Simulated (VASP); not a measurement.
These are PBE GGA, VASP's PBE PAW potentials (set 64) (plane waves; VASP 6.6.1) values and carry that method's errors.

The input files of a VASP run:

### KPOINTS
```
K-points
0
gamma
7 7 7
```

### POSCAR
```
InAs
1
    0.0000000000     3.0300000000     3.0300000000
    3.0300000000     0.0000000000     3.0300000000
    3.0300000000     3.0300000000     0.0000000000
In As
1 1
Direct
  0.0000000000   0.0000000000   0.0000000000
  0.2500000000   0.2500000000   0.2500000000
```

**INCAR**
```
SYSTEM = InAs
PREC = Accurate
ENCUT = 400
EDIFF = 1E-6
NELM = 100
ALGO = Normal
LREAL = .FALSE.
LASPH = .TRUE.
ISMEAR = 0
SIGMA = 0.05
GGA = PE
LMAXMIX = 4
LWAVE = .FALSE.
LCHARG = .FALSE.
IBRION = 2
ISIF = 3
NSW = 60
EDIFFG = -0.01
```

POTCAR, in this order: In_d As (PBE.64 set). Program: vasp_std.

The resulting files:

OUTCAR:
```
 ion  position               nearest neighbor table
   1  0.000  0.000  0.000-   2 2.62   2 2.62   2 2.62   2 2.62
   2  0.250  0.250  0.250-   1 2.62   1 2.62   1 2.62   1 2.62
  LATTYP: Found a face centered cubic cell.
 ALAT       =     6.0600000000
 Subroutine PRICEL returns:
 Original cell was already a primitive cell.
 Subroutine GETGRP returns: Found 24 space group operations
The static configuration has the point symmetry T_d .
The dynamic configuration has the point symmetry T_d .
 Subroutine INISYM returns: Found 24 space group operations
 Subroutine IBZKPT returns following result:
 Found     20 irreducible k-points:

 Following reciprocal coordinates:
            Coordinates               Weight
  0.000000  0.000000  0.000000      1.000000
  0.142857  0.000000  0.000000      8.000000
  0.285714  0.000000  0.000000      8.000000
  0.428571  0.000000  0.000000      8.000000
  0.142857  0.142857  0.000000      6.000000
  0.285714  0.142857  0.000000     24.000000
  0.428571  0.142857  0.000000     24.000000
 -0.428571  0.142857  0.000000     24.000000
 -0.285714  0.142857  0.000000     24.000000
 -0.142857  0.142857  0.000000     12.000000
  0.285714  0.285714  0.000000      6.000000
  0.428571  0.285714  0.000000     24.000000
 -0.428571  0.285714  0.000000     24.000000
 -0.285714  0.285714  0.000000     12.000000
  0.428571  0.428571  0.000000      6.000000
 -0.428571  0.428571  0.000000     12.000000
  0.428571  0.285714  0.142857     24.000000
 -0.428571  0.285714  0.142857     48.000000
 -0.428571  0.428571  0.142857     24.000000
 -0.285714  0.428571  0.142857     24.000000
   k-points           NKPTS =     20   k-points in BZ     NKDIM =     20   number of bands    NBANDS=     13
   number of dos      NEDOS =    301   number of ions     NIONS =      2
   total plane-waves  NPLWV =  21952
   dimension x,y,z NGX =    28 NGY =   28 NGZ =   28
...
```

**OSZICAR**
```
       N       E                     dE             d eps       ncg     rms          rms(c)
DAV:   1     0.109041675916E+03    0.10904E+03   -0.73643E+03   520   0.124E+03
DAV:   2    -0.275303812044E+00   -0.10932E+03   -0.10636E+03   535   0.298E+02
DAV:   3    -0.776474756078E+01   -0.74894E+01   -0.74450E+01   680   0.871E+01
DAV:   4    -0.794028242018E+01   -0.17553E+00   -0.17547E+00   582   0.156E+01
DAV:   5    -0.794859305335E+01   -0.83106E-02   -0.83103E-02   768   0.291E+00    0.447E+00
DAV:   6    -0.769537391175E+01    0.25322E+00   -0.45222E-01   757   0.125E+01    0.254E+00
DAV:   7    -0.767158178365E+01    0.23792E-01   -0.14740E-01   769   0.372E+00    0.721E-01
DAV:   8    -0.767245972219E+01   -0.87794E-03   -0.13725E-02   618   0.173E+00    0.208E-01
DAV:   9    -0.767312771742E+01   -0.66800E-03   -0.13216E-03   620   0.458E-01    0.119E-01
DAV:  10    -0.767324089948E+01   -0.11318E-03   -0.17927E-04   741   0.182E-01    0.837E-02
DAV:  11    -0.767328211638E+01   -0.41217E-04   -0.12511E-04   570   0.125E-01    0.558E-02
DAV:  12    -0.767328352463E+01   -0.14083E-05   -0.82752E-06   565   0.266E-02    0.170E-02
DAV:  13    -0.767328366532E+01   -0.14069E-06   -0.19295E-06   594   0.944E-03
   1 F= -.76732837E+01 E0= -.76731712E+01  d E =-.767328E+01
       N       E                     dE             d eps       ncg     rms          rms(c)
DAV:   1    -0.888923889380E+01   -0.12160E+01   -0.34083E+01   660   0.137E+02    0.634E+00
DAV:   2    -0.790972155677E+01    0.97952E+00   -0.19377E+00   625   0.312E+01    0.265E+00
DAV:   3    -0.770898636671E+01    0.20074E+00   -0.71312E-01   680   0.178E+01    0.110E+00
DAV:   4    -0.770781783668E+01    0.11685E-02   -0.27194E-02   540   0.189E+00    0.743E-01
DAV:   5    -0.770476092493E+01    0.30569E-02   -0.20817E-03   585   0.500E-01    0.396E-01
DAV:   6    -0.770420269890E+01    0.55823E-03   -0.11533E-03   653   0.401E-01    0.433E-02
DAV:   7    -0.770420289789E+01   -0.19900E-06   -0.10351E-04   625   0.191E-01    0.234E-02
DAV:   8    -0.770420434745E+01   -0.14496E-05   -0.34107E-05   640   0.107E-01    0.350E-03
DAV:   9    -0.770420499415E+01   -0.64670E-06   -0.10698E-06   460   0.107E-02
   2 F= -.77042050E+01 E0= -.77040926E+01  d E =-.309213E-01
       N       E                     dE             d eps       ncg     rms          rms(c)
DAV:   1    -0.782484772540E+01   -0.12064E+00   -0.28401E+00   660   0.343E+01    0.220E+00
DAV:   2    -0.772649267875E+01    0.98355E-01   -0.21894E-01   635   0.119E+01    0.760E-01
DAV:   3    -0.771074715088E+01    0.15746E-01   -0.48145E-02   680   0.482E+00    0.443E-01
DAV:   4    -0.771060692183E+01    0.14023E-03   -0.17416E-03   535   0.408E-01    0.308E-01
DAV:   5    -0.771040819656E+01    0.19873E-03   -0.25719E-04   613   0.173E-01    0.111E-01
DAV:   6    -0.771041829194E+01   -0.10095E-04   -0.97967E-05   807   0.125E-01    0.292E-02
DAV:   7    -0.771041138181E+01    0.69101E-05   -0.12203E-05   652   0.578E-02    0.401E-03
DAV:   8    -0.771041153963E+01   -0.15783E-06   -0.10062E-06   305   0.216E-02
   3 F= -.77104115E+01 E0= -.77102991E+01  d E =-.371279E-01
```

File OUTCAR:
```
------------------------ aborting loop because EDIFF is reached ----------------------------------------
  FORCE on cell =-STRESS in cart. coord.  units (eV):
  Direction    XX          YY          ZZ          XY          YZ          ZX
  --------------------------------------------------------------------------------------
  Total        0.0087237      0.0087237      0.0087237      0.0000000      0.0000000      0.0000000
  in kB        0.2361990      0.2361990      0.2361990      0.0000000      0.0000000      0.0000000
  external PRESSURE =       0.2361990 kB  Pullay stress =       0.0000000 kB
  volume of cell :       59.17
      direct lattice vectors                 reciprocal lattice vectors
     0.000000000  3.092916740  3.092916740    -0.161659702  0.161659702  0.161659702
     3.092916740  0.000000000  3.092916740     0.161659702 -0.161659702  0.161659702
     3.092916740  3.092916740  0.000000000     0.161659702  0.161659702 -0.161659702
  FREE ENERGIE OF THE ION-ELECTRON SYSTEM (eV)
  ---------------------------------------------------
  free  energy   TOTEN  =        -7.7104115396 eV

  energy  without entropy=       -7.7101866674  energy(sigma->0) =       -7.71029910

 reached required accuracy - stopping structural energy minimisation
```
(Selected blocks of OUTCAR.)

File CONTCAR:
```
InAs
   1.00000000000000
     0.0000000000000000    3.0929167400422557    3.0929167400422557
     3.0929167400422557    0.0000000000000000    3.0929167400422557
     3.0929167400422557    3.0929167400422557    0.0000000000000000
  In              As
     1     1
Direct
     0.0000000000000000    0.0000000000000000    0.0000000000000000
     0.2500000000000000    0.2500000000000000    0.2500000000000000
```

Energy and stress use the plane-wave basis of the starting cell.

The compound is InAs in the zinc blende structure. This run relaxes it. Symmetry was kept, so distortions that lower it aren't found.
